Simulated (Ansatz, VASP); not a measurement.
# PbC: VASP beside Ansatz, part 2 of 2

One calculation is typed for both programs; each brings its own data sets. How far apart do they land? The cell is generated by rule, not measured, and may not be a known phase. The cell is taken from a series of runs on this material, whose earlier steps may have relaxed, scaled, displaced or heated it; both programs get it as it stands.

VASP 6.6.1 and Ansatz 0.2.0.

So far: Set-up; VASP: relaxation of cell and atoms, PBEsol; Ansatz: relaxation of cell and atoms, PBEsol; Side by side.

## (5) VASP: zone-centre phonons, PBEsol, pair 2

Level of this step: PBEsol; plane waves and PAW (Pb_d, C); invented cell (VASP).

Second derivatives magnify differences that forces hide, and they need a tight electronic threshold.

Input file INCAR:

```
SYSTEM = PbC
PREC = Accurate
ENCUT = 600
EDIFF = 1E-08
NELM = 120
ISMEAR = 1
SIGMA = 0.2
LREAL = .FALSE.
ALGO = Normal
GGA = PS
NBANDS = 15
LORBIT = 11
LWAVE = .FALSE.
LCHARG = .FALSE.
ISIF = 2
IBRION = 8
LASPH = .TRUE.
GGA_COMPAT = .FALSE.
KPAR = 2
```

Input file POSCAR:

```
PbC
1.0
    3.2111984657      0.0000000000      0.0000000000
    0.0000000000      3.2111984657      0.0000000000
    0.0000000000      0.0000000000      3.2111984657
Pb C
1 1
Direct
    0.0000000000      0.0000000000      0.0000000000
    0.5000000000      0.5000000000      0.5000000000
```

Input file KPOINTS:

```
Automatic mesh
0
Gamma
16 16 16
0 0 0
```

PAW data sets: Pb_d and C (PBE family, release 64).

Run with:

```
mpirun -np 2 vasp_std
```

Numbers of over 12 decimals in the logs are rounded to 6 here.

Output:

```text
[banner, memory and clock lines left out]
running    2 mpi-ranks, on    1 nodes
[...]
[... a notice as in an earlier step ...]

 LDA part: xc-table for (Slater+PW92), standard interpolation
 POSCAR, INCAR and KPOINTS ok, starting setup
[...]
entering main loop
       N       E                     dE             d eps       ncg     rms          rms(c)
DAV:   1     0.136272862044E+03    0.13627E+03   -0.98618E+03  5033   0.157E+03
DAV:   2    -0.180260234312E+01   -0.13808E+03   -0.13258E+03  5440   0.360E+02
DAV:   3    -0.935308493183E+01   -0.75505E+01   -0.73326E+01  6213   0.834E+01
DAV:   4    -0.952700589022E+01   -0.17392E+00   -0.17356E+00  5745   0.131E+01
[...]
DAV:  13    -0.911815349173E+01    0.54036E-07   -0.14152E-07  6063   0.256E-03    0.372E-04
DAV:  14    -0.911815343294E+01    0.58789E-07   -0.23138E-09  4008   0.438E-04    0.705E-05
DAV:  15    -0.911815343762E+01   -0.46819E-08   -0.35499E-10  3840   0.197E-04
   1 F= -.91181534E+01 E0= -.91174985E+01  d E =-.196468E-02
[...]
RMM:   9    -0.322827324118E+00   -0.64266E-06   -0.41222E-08 22243   0.112E-03    0.114E-05
RMM:  10    -0.322827336398E+00   -0.12281E-07   -0.22268E-08 22888   0.624E-04    0.683E-06
RMM:  11    -0.322827340336E+00   -0.39376E-08   -0.20169E-08 22806   0.400E-04    0.558E-06
 first order change of Fermi-energy   0.12762E-02
 force on displaced ion       1 direction 1 :   0.317   0.000  -0.000
 Linear response progress:
  Degree of freedom:   2/  2
       N       E                     dE             d eps       ncg     rms          rms(c)
RMM:   1    -0.106748732965E+00   -0.10675E+00    0.36095E-03 23021   0.147E+00
RMM:   2    -0.103286625764E+00    0.34621E-02   -0.30856E-03 19573   0.467E-01    0.444E-02
RMM:   3    -0.103611886480E+00   -0.32526E-03   -0.61462E-04 21693   0.164E-01    0.240E-02
RMM:   4    -0.103840027144E+00   -0.22814E-03   -0.67573E-05 21269   0.574E-02    0.897E-03
[...]
RMM:  11    -0.103830543866E+00   -0.15712E-07   -0.42235E-09 22648   0.114E-04    0.318E-06
RMM:  12    -0.103830529569E+00    0.14297E-07   -0.10697E-08 21979   0.776E-05    0.253E-07
RMM:  13    -0.103830528615E+00    0.95420E-09   -0.19901E-08 17098   0.646E-05    0.996E-08
 first order change of Fermi-energy  -0.76988E-03
 force on displaced ion       2 direction 1 :   0.331  -0.000   0.000
 Linear response finished
```

OUTCAR, selected parts (step 5):

```text
  Total        0.0112775      0.0112775      0.0112775     -0.0000000      0.0000000     -0.0000000
  in kB        0.5456590      0.5456590      0.5456590     -0.0000000      0.0000000     -0.0000000
  external PRESSURE =       0.5456590 kB  Pullay stress =       0.0000000 kB

 POSITION                                       TOTAL-FORCE (eV/Angst)
 -----------------------------------------------------------------------------------
      0.00000      0.00000      0.00000         0.000000      0.000000      0.000000
      1.60560      1.60560      1.60560         0.000000      0.000000      0.000000
 -----------------------------------------------------------------------------------
    total drift:                               -0.000000      0.000000     -0.000000

[... 1 part as in an earlier step ...]

[... 1 further part left out ...]
```

## (6) Ansatz: zone-centre phonons, PBEsol, pair 2

The same cell, functional, mesh and smearing now go to Ansatz, which takes its cutoff from its data sets.

The cell is taken from a series of runs on this material, whose earlier steps may have relaxed, scaled, displaced or heated it; both programs get it as it stands.

Input file input.yaml:

```yaml
crystal:
  lattice:
    - [3.2111984657, 0.0, 0.0]
    - [0.0, 3.2111984657, 0.0]
    - [0.0, 0.0, 3.2111984657]
  atoms:
    - { symbol: Pb, position: [0.0, 0.0, 0.0] }
    - { symbol: C, position: [0.5, 0.5, 0.5] }
kpoints:
  mp_grid: { grid: [16, 16, 16] }
hamiltonian:
  xc: pbesol
scf:
  occupations: { method: methfessel_paxton, width: 0.2 }
output:
  eigenvalues: true
phonons:
  method: dfpt
```

Run with:

```
ansatz run input.yaml --threads 8 --pin off --max-ram 14336MiB --backend cpu --events-out ev --progress --plain --runs-dir out
```

Output:

```text
[...]
Crystal: 2 atoms, lattice volume = 33.113 Å³
Basis set: ecut = 420 eV, 619 PW (Γ), exchange–correlation on 48×48×48 points (8 copies of the dense FFT grid, shifted against one another)
Bands: 13, of which v1, the nominal top of the filled ones, is band 9 counted from 1 (8 counted from 0)
Symmetry: 48 space group operations
k-points: 405 of 4096 (irreducible under 8 space group operations, time reversal used)
[...]
k mesh reduced under 8 symmetry operations, with k and −k counted as one. Each operation leaves every solved perturbation unchanged. A smaller set is not used because it would not reduce the number of displacements times k-points to solve
  ASR residual: 7.733e-5 → 0.000e0 eV/Å²; symmetrization residual: 4.246e-6 eV/Å²
  ASR residual per site (eV/Å²): 2.99e-6 7.73e-5
  Γ frequencies (cm⁻¹): -92.17 -92.17 -92.17 0.00 0.00 0.00
  non-analytic LO–TO correction: not included (Born effective charges unavailable; polar crystals: no LO–TO splitting at Γ)
[key lines of the parts left out:]
SCF converged after 8 iterations
Free energy (F): -11997.097826 eV
Fermi energy:    11.989659 eV
```

## (7) Differences

Both answers:

```tsv
quantity	Ansatz	VASP	difference
optical mode 1 to 3 (imaginary, printed as negative) (cm⁻¹)	-92.2	-89.0	-3.2
```

Modes are paired by rising frequency, not by their patterns, so a pair may set unlike modes beside each other; they are those without the splitting of longitudinal modes.

## (8) VASP: zone-centre phonons, PBEsol, pair 3

Second derivatives magnify differences that forces hide, and they need a tight electronic threshold.

INCAR is that of step 5.

POSCAR is that of step 5.

KPOINTS is that of step 5.

Run with:

```
mpirun -np 2 vasp_std
```

Output:

```text
[... set-up lines as in an earlier step ...]
 entering main loop
       N       E                     dE             d eps       ncg     rms          rms(c)
[... 15 cycles as in an earlier step ...]
   1 F= -.91181534E+01 E0= -.91174985E+01  d E =-.196468E-02
 Linear response reoptimize wavefunctions to high precision
[... 2 cycles as in an earlier step ...]
 Linear response DOF=           2
 Linear response progress:
  Degree of freedom:   1/  2
       N       E                     dE             d eps       ncg     rms          rms(c)
[... 11 cycles as in an earlier step ...]
 first order change of Fermi-energy   0.12762E-02
 force on displaced ion       1 direction 1 :   0.317   0.000  -0.000
 Linear response progress:
  Degree of freedom:   2/  2
       N       E                     dE             d eps       ncg     rms          rms(c)
[... 13 cycles as in an earlier step ...]
 first order change of Fermi-energy  -0.76988E-03
 force on displaced ion       2 direction 1 :   0.331  -0.000   0.000
 Linear response finished
```

Parts of OUTCAR (step 8):

```text
[... 4 parts as in an earlier step ...]
```

## (9) Ansatz: zone-centre phonons, PBEsol, pair 3

The same cell, functional, mesh and smearing now go to Ansatz.

The cell is taken from a series of runs on this material, whose earlier steps may have relaxed, scaled, displaced or heated it; both programs get it as it stands.

input.yaml: that of step 6 with these lines changed.

```diff
@@ -18 +18,10 @@
   method: dfpt
+  qmesh: [2, 2, 2]
+  temperatures: { t_max: 1000, t_step: 50 }
+  qpath:
+    path:
+      - [[0.0, 0.0, 0.0], [0.0, 0.5, 0.0], [0.5, 0.5, 0.0], [0.0, 0.0, 0.0], [0.5, 0.5, 0.5], [0.0, 0.5, 0.0]]
+      - [[0.5, 0.5, 0.5], [0.5, 0.5, 0.0]]
+    npoints: 10
+basis:
+  ecutwfc: 360
```

Run with:

```
ansatz run input.yaml --threads 8 --pin off --max-ram 14336MiB --backend cpu --events-out ev --progress --plain --runs-dir out
```

Output:

```text
Warning: basis.ecutwfc = 360 eV is below the records' recommended 420 eV, and the density's cutoff is lower with it unless basis.ecutrho_ratio is high enough to keep the records' density cutoff: compare with a run at a higher cutoff
[...]
Crystal: 2 atoms, lattice volume = 33.113 Å³
Basis set: ecut = 360 eV, 485 PW (Γ), exchange–correlation on 40×40×40 points (8 copies of the dense FFT grid, shifted against one another)
[...]
largest difference from the sums on the solved wave vectors: F 3.14e-1 eV, S 4.03e-4 and C_V 1.08e-4 eV/K
  zero-point energy: 0.017733 eV/cell   skipped modes (ω ≤ 0): 686, of them read as no rigid motion or as one in doubt: 683 (2.334e0 modes/cell left out, lowest -196.41 cm⁻¹)   left out of the sums: 3.89e-1 of the cell's modes: C_V's classical limit lies that fraction below 3 k_B per atom; for a crystal, a wire or a layer, F and S can be off by more, and a phonons.interpolated_qmesh denser along its periods is the remedy for the sampling
[key lines of the parts left out:]
SCF converged after 8 iterations
Free energy (F): -11997.078059 eV
Fermi energy:    11.991890 eV
```

## (10) Differences

What differs besides the data sets and the points named for the pairs above, as far as they apply: VASP's run holds the zone centre alone; the cutoff is 360 eV in Ansatz and 600 eV in VASP; Ansatz's log warns that its cutoff lies below the recommended one. Total energies have different zeros and are not compared.

Compared:

```tsv
quantity	Ansatz	VASP	difference
optical mode 1 to 3 (imaginary, printed as negative) (cm⁻¹)	-93.7	-89.0	-4.7
```

Modes are paired by rising frequency, not by their patterns, so a pair may set unlike modes beside each other; they are those without the splitting of longitudinal modes.

## (11) Outcome

| Property | Result |
| --- | --- |
| difference in volume (relaxation of cell and atoms, PBEsol) | -0.064 % |
| r.m.s. difference of the optical zone-centre modes, each program's sorted by frequency (zone-centre phonons, PBEsol, pair 2) | 3.2 cm⁻¹ |
| r.m.s. difference of the optical zone-centre modes, each program's sorted by frequency (zone-centre phonons, PBEsol, pair 3) | 4.7 cm⁻¹ |

What this shows: The difference in volume is -0.064 % (relaxation of cell and atoms, PBEsol), within the 1.2 % picked in this series as the mark of a large difference, as far as the stopping tolerances let one tell. Such differences can come from data sets, numerical settings and the points named under the comparisons, not from the functional's error against experiment.

[Lines on the potential files, build, host, timing and source positions are cut from VASP's logs without a mark.]

[Logs are printed without paths, hosts, clocks, repeated set-up lines and the standing remarks that a program may print on its own settings, such as how far it seeks lower states.]

[Hosts, paths, dates, database ids (printed as entryN), source tags and the programs' standing remarks are cut or masked in the printed files.]
